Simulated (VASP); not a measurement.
Consider the following.

```
CELL_PARAMETERS angstrom
      0.00000     2.86616     2.74484
      2.74664     0.00000     2.74484
      2.74664     2.86616     0.00000
ATOMIC_POSITIONS crystal
  Ge 0.00000 0.00000 0.00000
  Ge 0.24346 0.25654 0.25654
```

The numbers are results of PBE GGA, VASP's PBE PAW potentials (set 64) (plane waves; VASP), not measurements. Numerical set-up: EDIFF = 1E-2, 400 eV cut-off, 7×7×7 Γ-centred mesh, Gaussian smearing of 0.050 eV, potentials Ge_d.

Which forces act on the atoms, in eV/Å?

| atom | Fx | Fy | Fz |
|---|---|---|---|
| Ge1 | 0.459 | 0.000 | 0.000 |
| Ge2 | -0.459 | 0.000 | 0.000 |

Give the stress tensor in GPa (positive for a compressed cell).

```
 1.41   0.00   0.00
 0.00  -1.94  -1.51
 0.00  -1.51   1.50
```
The pressure is its mean diagonal, 0.32 GPa.

The compound is Ge in the diamond structure. The cell was not relaxed at this level, atoms are displaced from their ideal sites. The run is one of a series of settings (EDIFF = 1E-2 against the base run), some of them coarse on purpose.
